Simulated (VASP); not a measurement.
An input for Ansatz (written as the equivalent of a VASP run, and not itself run):

Ansatz 0.2 input:
```yaml
crystal:
  lattice:
    - [2.8815279, 0.0000000, 0.0000000]
    - [0.0000000, 2.8815279, 0.0000000]
    - [0.0000000, 0.0000000, 2.8815279]
  atoms:
    - { symbol: Zn, position: [0.5000000, 0.5000000, 0.5000000] }
    - { symbol: Cu, position: [0.0000000, 0.0000000, 0.0000000] }
kpoints:
  mp_grid: { grid: [13, 13, 13] }
hamiltonian:
  xc: pbesol
  pseudopotentials: { kind: paw }
scf:
  occupations: { method: methfessel_paxton, width: 0.1 }
  max_iter: 100
relax:
  max_steps: 40
  f_tol: 0.02
  cell: { p_target: 10 }
output: { forces: true, stress: true, eigenvalues: true }
```

Task: Write the VASP files for the same calculation (PBEsol).

Result: This is not unique; one that fits is 
### KPOINTS
```
Automatic mesh
0
gamma
  13 13 13
```

File POSCAR:
```
CuZn
1
    2.8815278824     0.0000000000     0.0000000000
    0.0000000000     2.8815278824     0.0000000000
    0.0000000000     0.0000000000     2.8815278824
Zn Cu
1 1
Direct
  0.5000000000   0.5000000000   0.5000000000
  0.0000000000   0.0000000000   0.0000000000
```

**INCAR**
```
# general
SYSTEM  = CuZn
PREC    = Accurate
ENCUT   = 500   # plane-wave cut-off (eV)
LREAL   = F
LASPH   = T

# electronic loop
EDIFF   = 1E-6   # SCF stop (eV)
NELM    = 100
ALGO    = Normal   # blocked Davidson
LMAXMIX = 4

# smearing
ISMEAR  = 1
SIGMA   = 0.1   # width (eV)

# functional
GGA     = PS   # PBEsol

# ions
IBRION  = 2
NSW     = 40
ISIF    = 3
EDIFFG  = -0.02   # ionic stop
PSTRESS = 100

# output
LWAVE   = F
LCHARG  = F
```

POTCAR, in this order: Zn Cu (PBE.64 set). Program: vasp_std.

The two are equivalent in intent, not identical: each code has its own PAW files, so the cut-off isn't converted (ENCUT is set for VASP's; basis.ecutwfc is left out, and Ansatz then takes the one that its files recommend); Ansatz stops its SCF on the density residual and VASP on the energy change (EDIFF).

The compound is CuZn in the CsCl type structure. This run relaxes it under an external pressure of 10 GPa. Symmetry was kept, so distortions that lower it aren't found.
